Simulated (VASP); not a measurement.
Consider the following.

```
CELL_PARAMETERS angstrom
      0.00000     2.16402     2.16402
      2.16402     0.00000     2.16402
      2.16402     2.16402     0.00000
ATOMIC_POSITIONS crystal
  Be 0.25000 0.25000 0.25000
  Be 0.75000 0.75000 0.75000
  C  0.00000 0.00000 0.00000
```

All values below come from PW91 GGA, VASP's PBE PAW potentials (set 64) (plane waves; VASP 6.6.1). Run with 520 eV cut-off, Gaussian smearing of 0.050 eV, potentials Be C.

Q: Give the energies of bands 2 to 7 at the high-symmetry points, in eV from the valence-band maximum.

A: 
```
band     Γ      X      U      L      W
----  ----  -----  -----  -----  -----
2     0.00  -6.75  -6.82  -8.69  -6.23
3     0.00  -4.71  -6.27  -1.82  -5.88
4     0.00  -4.71  -3.97  -1.82  -5.88
5     4.16   1.22   3.35   5.05   5.75
6     4.16   5.77   8.33   5.05   8.19
7     4.16  13.28  11.59   7.05   9.56
```

The gap is indirect, 1.22 eV, from the valence maximum at Γ to the conduction minimum at X.

The compound is Be2C in the antifluorite structure. It was relaxed first.
